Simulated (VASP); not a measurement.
Wanted: the native input for a VASP 6.6.1 run.

| Quantity | Value |
| --- | --- |
| Task | single point |
| Functional | PBE |
| Potentials or basis | VASP PAW PBE potentials, release 64 (Ni) |
| Cutoff | 520 eV |
| k mesh | 4 × 4 × 4 |
| Occupations | gaussian, width 0.1 eV |
| Spin | collinear spin, ferromagnetic start |
| Starting moments | [0.8] μB |
| Further INCAR settings | ALGO = Fast; EDIFF = 1e-07 |

The structure of Ni lies in POSCAR:

```
Ni                                      
1.0
   -0.0000000000      1.7837749150      1.7837749150
    1.7837749150     -0.0000000000      1.7837749150
    1.7837749150      1.7837749150      0.0000000000
  Ni            
     1
Direct
     0.0000000000000000    0.0000000000000000    0.0000000000000000
```

The cell isn't the ideal one: a relaxed cell with its volume scaled by 1.06.

The input as run:

INCAR

```
PREC = Accurate
ENCUT = 520
EDIFF = 1E-7
ISMEAR = 0
SIGMA = 0.1
LREAL = False
LASPH = True
NELM = 120
ALGO = Fast
ISIF = 2
LWAVE = False
LCHARG = False
ISPIN = 2
MAGMOM = 0.8
LORBIT = 11
LMAXMIX = 4
GGA = PE
```

KPOINTS

```
Automatic mesh
0
Gamma
  4 4 4
```

Potentials or basis: VASP PAW PBE potentials, release 64 (Ni).

Run with:

```console
$ cat potpaw_PBE.64/Ni/POTCAR > POTCAR
$ mpirun -np 1 vasp_std > vasp.out
```

Results of the run:

The pressure is -10.5 GPa, the band gap on the k mesh is none (metal or under the smearing width) and the net moment is 0.59 μB per cell. The site moments are Ni +0.61 μB. The valence electrons inside the program's atomic spheres are Ni 9.23.

Caveat: the k mesh is coarse (spacing up to 0.76 Å⁻¹), so the values aren't converged.

It took 4.8 s on 1 thread of AMD EPYC 7R13 Processor (Zen 3), with other jobs on the host, peak memory 0.1 GiB.
